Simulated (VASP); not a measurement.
Data:

```
CELL_PARAMETERS angstrom
      0.00000     3.32837     3.32837
      3.32837     0.00000     3.32837
      3.32837     3.32837     0.00000
ATOMIC_POSITIONS crystal
  Hg 0.00000 0.00000 0.00000
  Te 0.25000 0.25000 0.25000
```

Method: PW91 GGA, VASP's PBE PAW potentials (set 64) (plane waves; VASP). Run with 520 eV cut-off, 9×9×9 Γ-centred mesh, first-order Methfessel-Paxton smearing of 0.10 eV, potentials Hg Te.

Unless said otherwise, spin-orbit coupling is left out, though it shifts the bands of the heavy elements here.

Task: Estimate the energy per atom (σ→0), band gap (on the k-mesh) with the smallest direct gap where there is one.

Result: 
```yaml
band gap (on the k-mesh): none (metal, semimetal or under 0.01 eV)
energy per atom (σ→0): -179.1 kJ/mol-atom
```

The compound is HgTe in the zinc blende structure. It was relaxed first, which changed the volume by +9 %. The start is the result of an earlier pass.
